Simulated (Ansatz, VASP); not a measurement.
# SnO2 (Cassiterite): VASP beside Ansatz, part 2 of 2

One calculation is typed for both programs; each brings its own data sets and cutoff. How far apart do they land?

VASP 6.6.1 and Ansatz 0.2.0.

So far: Set-up; Ansatz: band structure, LDA; VASP: band structure, LDA.

### Step 3. VASP: band structure, LDA (continued)

Level of this step: LDA; plane waves and PAW (Sn_d_GW, O_GW) (VASP).

Numbers of over 12 decimals in the logs are rounded to 6 here.

Parts of OUTCAR (step 3):

```text
ion  position               nearest neighbor table
   1  0.000  0.000  0.000-   3 2.05   5 2.05   4 2.06   6 2.06   4 2.06   6 2.06
   2  0.500  0.500  0.500-   4 2.05   6 2.05   5 2.06   3 2.06   3 2.06   5 2.06
   3  0.306  0.306  0.000-   1 2.05   2 2.06   2 2.06
   4  0.194  0.806  0.500-   2 2.05   1 2.06   1 2.06
   5  0.694  0.694  0.000-   1 2.05   2 2.06   2 2.06
   6  0.806  0.194  0.500-   2 2.05   1 2.06   1 2.06

  LATTYP: Found a simple tetragonal cell.
 ALAT       =     4.7380000000
 C/A-ratio  =     0.6725411566

 Subroutine GETGRP returns: Found 16 space group operations
 (whereof  8 operations were pure point group operations)

The static configuration has the point symmetry D_2h.
 The point group associated with its full space group is D_4h.

 Found     40 irreducible k-points:

   k-points           NKPTS =     40   k-points in BZ     NKDIM =     40   number of bands    NBANDS=     32

   dimension x,y,z NGX =    32 NGY =   32 NGZ =   24
   dimension x,y,z NGXF=    64 NGYF=   64 NGZF=   48

   ENCUT  =  440.0 eV  32.34 Ry    5.69 a.u.   8.10  8.10  5.45*2*pi/ulx,y,z

   NELECT =      52.0000    total number of electrons

 k-points in reciprocal lattice and weights: Automatic mesh
   0.00000000  0.00000000  0.00000000       0.005
   0.16666667  0.00000000  0.00000000       0.019
   0.33333333  0.00000000  0.00000000       0.019
   0.50000000  0.00000000  0.00000000       0.009
   0.16666667  0.16666667  0.00000000       0.019
   0.33333333  0.16666667  0.00000000       0.037
   0.50000000  0.16666667  0.00000000       0.019
   0.33333333  0.33333333  0.00000000       0.019
   0.50000000  0.33333333  0.00000000       0.019
[...]
0.50000000  0.33333333  0.50000000       0.019
   0.50000000  0.50000000  0.50000000       0.005

 average (electrostatic) potential at core
       1 -75.4353       2 -75.4353       3 -70.8073       4 -70.8073       5 -70.8073
       6 -70.8073

 E-fermi :   4.1650

 k-point     1 :       0.0000    0.0000    0.0000
  band No.  band energies     occupation
    ...
     22       2.8166      2.00000
     23       2.8166      2.00000
     24       3.2827      2.00000
     25       3.2827      2.00000
     26       4.0918      2.00000
     27       5.2312      0.00000
     28      10.0462      0.00000
     29      10.1705      0.00000
     30      10.1705      0.00000
     31      14.1632      0.00000
    ...

 k-point     2 :       0.1667    0.0000    0.0000
  band No.  band energies     occupation
    ...
     22       2.7311      2.00000
     23       2.8236      2.00000
     24       2.8407      2.00000
     25       3.3036      2.00000
     26       3.9475      2.00000
     27       5.9259      0.00000
     28       9.8130      0.00000
     29      10.2888      0.00000
     30      10.4310      0.00000
     31      14.4461      0.00000
    ...

 k-point     3 :       0.3333    0.0000    0.0000
  band No.  band energies     occupation
    ...
     22       2.4090      2.00000
     23       2.8419      2.00000
     24       2.8641      2.00000
     25       3.3559      2.00000
     26       3.6376      2.00000
     27       7.1702      0.00000
     28       9.3038      0.00000
     29      10.6333      0.00000
     30      10.7993      0.00000
     31      14.7969      0.00000
    ...

  Total       -2.0358041     -2.0358041     -1.5857757     -0.0000000      0.0000000      0.0000000
  in kB      -45.5976585    -45.5976585    -35.5179841     -0.0000000      0.0000000      0.0000000
  external PRESSURE =     -42.2377670 kB  Pullay stress =       0.0000000 kB

  energy-cutoff  :      440.00
  volume of cell :       71.53
      direct lattice vectors                 reciprocal lattice vectors
     4.738000000  0.000000000  0.000000000     0.211059519  0.000000000  0.000000000
     0.000000000  4.738000000  0.000000000     0.000000000  0.211059519  0.000000000
     0.000000000  0.000000000  3.186500000     0.000000000  0.000000000  0.313823945

 POSITION                                       TOTAL-FORCE (eV/Angst)
 -----------------------------------------------------------------------------------
      0.00000      0.00000      0.00000         0.000000     -0.000000      0.000000
      2.36900      2.36900      1.59325         0.000000     -0.000000      0.000000
      1.44943      1.44943      0.00000         0.013448      0.013448      0.000000
      0.91957      3.81843      1.59325        -0.013448      0.013448      0.000000
      3.28857      3.28857      0.00000        -0.013448     -0.013448     -0.000000
      3.81843      0.91957      1.59325         0.013448     -0.013448     -0.000000
 -----------------------------------------------------------------------------------
    total drift:                               -0.000000      0.000000      0.000000

  FREE ENERGIE OF THE ION-ELECTRON SYSTEM (eV)
  ---------------------------------------------------
  free  energy   TOTEN  =       -42.4247704671 eV

  energy  without entropy=      -42.4247704671  energy(sigma->0) =      -42.42477047

 total charge
# of ion       s       p       d       f       tot
--------------------------------------------------
    1        0.785   1.009  10.494   0.186  12.475
    2        0.785   1.009  10.494   0.186  12.475
    3        1.531   3.455   0.000   0.000   4.986
    4        1.531   3.455   0.000   0.000   4.986
    5        1.531   3.455   0.000   0.000   4.986
    6        1.531   3.455   0.000   0.000   4.986
--------------------------------------------------
tot          7.695  15.839  20.989   0.372  44.895

[... 3 further parts left out ...]
```

The run ends at a pressure of -4.22 GPa, with forces up to 0.019 eV/Å.

### Step 4. Comparison

Known differences besides the potentials themselves: the two LDA forms differ slightly; the cutoff is 420 eV in Ansatz and 440 eV in VASP; VASP's log shows a relativistic correction to its local exchange, Ansatz's none. Total energies have different zeros and are not compared.

Compared:

```tsv
quantity	Ansatz	VASP	difference
gap over the path points (eV)	1.109	1.139	-0.031
```

Levels at points of the path, from each program's valence-band top (eV; 4 filled, then empty):

```tsv
k (reciprocal lattice)	Ansatz	VASP
0.000 0.000 0.000	-1.27 -0.80 -0.80 0.00 1.11 5.95 6.09	-1.27 -0.81 -0.81 0.00 1.14 5.95 6.08
0.000 0.136 0.000	-1.25 -1.21 -0.79 -0.10 1.61 5.77 6.17	-1.26 -1.21 -0.80 -0.10 1.64 5.78 6.16
0.000 0.318 0.000	-1.24 -1.22 -0.74 -0.43 2.94 5.26 6.52	-1.25 -1.23 -0.74 -0.43 2.96 5.27 6.50
0.000 0.500 0.000	-1.22 -1.22 -0.65 -0.65 4.28 4.28 6.85	-1.23 -1.23 -0.65 -0.65 4.30 4.30 6.84
0.091 0.500 0.000	-1.23 -1.23 -0.67 -0.67 4.31 4.31 6.89	-1.24 -1.24 -0.68 -0.68 4.33 4.33 6.88
0.273 0.500 0.000	-1.29 -1.29 -0.81 -0.81 4.50 4.50 7.12	-1.30 -1.30 -0.81 -0.81 4.52 4.52 7.12
0.455 0.500 0.000	-1.34 -1.34 -0.91 -0.91 4.67 4.67 7.31	-1.35 -1.35 -0.92 -0.92 4.69 4.69 7.30
0.455 0.455 0.000	-1.34 -1.34 -0.92 -0.90 4.62 4.70 7.29	-1.35 -1.35 -0.92 -0.90 4.64 4.72 7.29
0.273 0.273 0.000	-1.31 -1.23 -0.86 -0.56 3.42 5.16 6.81	-1.32 -1.24 -0.86 -0.56 3.44 5.18 6.80
0.091 0.091 0.000	-1.24 -1.16 -0.81 -0.09 1.56 5.77 6.23	-1.25 -1.16 -0.82 -0.09 1.59 5.78 6.21
```

At this near-relaxed geometry the largest component of a force difference is 4 meV/Å. Among the levels compared at these points, filled levels agree within 10 meV and empty ones within 31 meV. Not compared: the pressure (VASP's GW data sets at this cutoff don't carry it).

### Step 5. What the set-up changes

Further runs change the set-up of one program: Ansatz's method, potentials or start, or VASP's data sets, cutoff or form of LDA. The table gives Ansatz less VASP for each quantity, since a change that brings one quantity closer may part another.

```tsv
run	r.m.s. force difference (meV/Å)	gap over the path points (eV)
as above	2.9	-0.031
cores kept as stored	2.2	-0.024
Ansatz's all-electron LAPW method	3.6	-0.026
Ansatz's larger PAW set (cutoff 900 eV)	3.5	-0.025
norm-conserving potentials (cutoff 1143 eV)	7.4	-0.039
```

### Step 6. Results

```yaml
difference_in_gap_over_the_path_points_band_structure_lda: -0.031 eV
```

The difference in gap over the path points is -0.031 eV (band structure, LDA), within the 0.08 eV picked in this series as the mark of a large difference. Band structure, LDA, norm-conserving potentials (cutoff 1143 eV): r.m.s. force difference goes from 2.9 to 7.4 meV/Å; the difference in gap over the path points goes from -0.031 to -0.039 eV. How closely two codes agree says nothing of how well the functional describes the real material.

[Lines on the potential files, build, host, timing and source positions are cut from VASP's logs without a mark.]

[Logs are printed without paths, hosts, clocks, repeated set-up lines and the standing remarks that a program may print on its own settings, such as how far it seeks lower states.]

[Hosts, paths, dates, database ids (printed as entryN), source tags and the programs' standing remarks are cut or masked in the printed files.]
